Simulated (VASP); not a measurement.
Output of a VASP run:

OSZICAR:
```
...
DAV:   6    -0.131508666634E+02    0.17603E+01   -0.52127E+00  1400   0.480E+01    0.264E+00
DAV:   7    -0.131401553005E+02    0.10711E-01   -0.29738E-01   910   0.714E+00    0.171E+00
DAV:   8    -0.131235376491E+02    0.16618E-01   -0.66713E-02  1070   0.353E+00    0.731E-01
DAV:   9    -0.131191736645E+02    0.43640E-02   -0.17806E-02  1366   0.314E+00    0.176E-01
DAV:  10    -0.131193390724E+02   -0.16541E-03   -0.14946E-03  1020   0.621E-01    0.827E-02
DAV:  11    -0.131192974393E+02    0.41633E-04   -0.18759E-04  1357   0.283E-01    0.581E-03
DAV:  12    -0.131192995341E+02   -0.20948E-05   -0.16433E-05  1025   0.547E-02    0.281E-03
DAV:  13    -0.131192994445E+02    0.89578E-07   -0.55171E-07   515   0.805E-03
   1 F= -.13119299E+02 E0= -.13119299E+02  d E =-.131193E+02
       N       E                     dE             d eps       ncg     rms          rms(c)
DAV:   1    -0.132593552885E+02   -0.14006E+00   -0.18100E+00  1065   0.378E+01    0.229E+00
DAV:   2    -0.131490394507E+02    0.11032E+00   -0.18951E-01  1110   0.150E+01    0.101E+00
DAV:   3    -0.131232317411E+02    0.25808E-01   -0.27955E-02  1120   0.641E+00    0.263E-01
DAV:   4    -0.131197344417E+02    0.34973E-02   -0.42132E-03  1170   0.107E+00    0.207E-02
DAV:   5    -0.131197545858E+02   -0.20144E-04   -0.25884E-04  1070   0.216E-01    0.173E-02
DAV:   6    -0.131197510978E+02    0.34880E-05   -0.81814E-06  1021   0.324E-02    0.109E-02
DAV:   7    -0.131197503645E+02    0.73330E-06   -0.20476E-06   580   0.278E-02
   2 F= -.13119750E+02 E0= -.13119750E+02  d E =-.450920E-03
       N       E                     dE             d eps       ncg     rms          rms(c)
DAV:   1    -0.131546493381E+02   -0.34898E-01   -0.43464E-01  1050   0.192E+01    0.109E+00
DAV:   2    -0.131296271664E+02    0.25022E-01   -0.40874E-02  1100   0.692E+00    0.491E-01
DAV:   3    -0.131233547858E+02    0.62724E-02   -0.75155E-03  1110   0.344E+00    0.116E-01
DAV:   4    -0.131225862003E+02    0.76859E-03   -0.10204E-03  1154   0.474E-01    0.120E-02
DAV:   5    -0.131225821350E+02    0.40653E-05   -0.24879E-05  1079   0.495E-02    0.911E-03
DAV:   6    -0.131225821108E+02    0.24267E-07   -0.36813E-07   545   0.787E-03
   3 F= -.13122582E+02 E0= -.13122582E+02  d E =-.328267E-02
       N       E                     dE             d eps       ncg     rms          rms(c)
DAV:   1    -0.131229621536E+02   -0.38002E-03   -0.54799E-03  1055   0.214E+00    0.123E-01
DAV:   2    -0.131226383840E+02    0.32377E-03   -0.55181E-04  1105   0.820E-01    0.550E-02
DAV:   3    -0.131225620201E+02    0.76364E-04   -0.93829E-05  1120   0.379E-01    0.135E-02
DAV:   4    -0.131225527449E+02    0.92752E-05   -0.13244E-05  1219   0.547E-02    0.943E-04
DAV:   5    -0.131225527701E+02   -0.25156E-07   -0.31925E-07   470   0.621E-03
   4 F= -.13122553E+02 E0= -.13122553E+02  d E =-.325333E-02
       N       E                     dE             d eps       ncg     rms          rms(c)
DAV:   1    -0.131226761336E+02   -0.12339E-03   -0.13407E-03  1060   0.105E+00    0.607E-02
DAV:   2    -0.131225979751E+02    0.78159E-04   -0.13095E-04  1110   0.392E-01    0.271E-02
DAV:   3    -0.131225788635E+02    0.19112E-04   -0.22413E-05  1120   0.186E-01    0.669E-03
DAV:   4    -0.131225762356E+02    0.26279E-05   -0.27259E-06   800   0.263E-02    0.494E-04
DAV:   5    -0.131225762396E+02   -0.39727E-08   -0.33459E-07   470   0.728E-03
   5 F= -.13122576E+02 E0= -.13122576E+02  d E =-.327680E-02
```

**OUTCAR**
```
------------------------ aborting loop because EDIFF is reached ----------------------------------------
  FORCE on cell =-STRESS in cart. coord.  units (eV):
  Direction    XX          YY          ZZ          XY          YZ          ZX
  --------------------------------------------------------------------------------------
  Total        0.0160735      0.0160735      0.0160735      0.0000000      0.0000000     -0.0000000
  in kB        1.1340160      1.1340160      1.1340160      0.0000000      0.0000000     -0.0000000
  external PRESSURE =       1.1340160 kB  Pullay stress =       0.0000000 kB
  volume of cell :       22.71
      direct lattice vectors                 reciprocal lattice vectors
    -0.000000000  2.247625505  2.247625505    -0.222456988  0.222456988  0.222456988
     2.247625505  0.000000000  2.247625505     0.222456988 -0.222456988  0.222456988
     2.247625505  2.247625505 -0.000000000     0.222456988  0.222456988 -0.222456988
  FREE ENERGIE OF THE ION-ELECTRON SYSTEM (eV)
  ---------------------------------------------------
  free  energy   TOTEN  =       -13.1225762396 eV

  energy  without entropy=      -13.1225762396  energy(sigma->0) =      -13.12257624

 reached required accuracy - stopping structural energy minimisation
```
(Selected blocks of OUTCAR.)

File POSCAR:
```
GaN
1
    0.0000000000     2.2600000000     2.2600000000
    2.2600000000     0.0000000000     2.2600000000
    2.2600000000     2.2600000000     0.0000000000
Ga N
1 1
Direct
  0.0000000000   0.0000000000   0.0000000000
  0.7500000000   0.7500000000   0.7500000000
```

### Question
Reconstruct the remaining input files.

### Answer
This is not unique; one that fits is the input of the run itself, PBEsol GGA, plane waves, VASP's PBE PAW potentials (set 64).

File KPOINTS:
```
Automatic mesh
0
Gamma
9 9 9
0 0 0
```

### INCAR
```
ALGO  =  Normal
EDIFF  =  1E-6
EDIFFG  =  -0.01
ENCUT  =  530
GGA  =  PS
IBRION  =  2
ISIF  =  3
ISMEAR  =  0
LASPH  =  T
LCHARG  =  F
LMAXMIX  =  4
LREAL  =  F
LWAVE  =  F
NELM  =  100
NSW  =  60
PREC  =  Accurate
SIGMA  =  0.05
SYSTEM  =  GaN
```

POTCAR, in this order: Ga_d N (PBE.64 set). Program: vasp_std.

The compound is GaN in the zinc blende structure, a metastable form; wurtzite is the usual one. This run relaxes it. Symmetry was kept, so distortions that lower it aren't found.
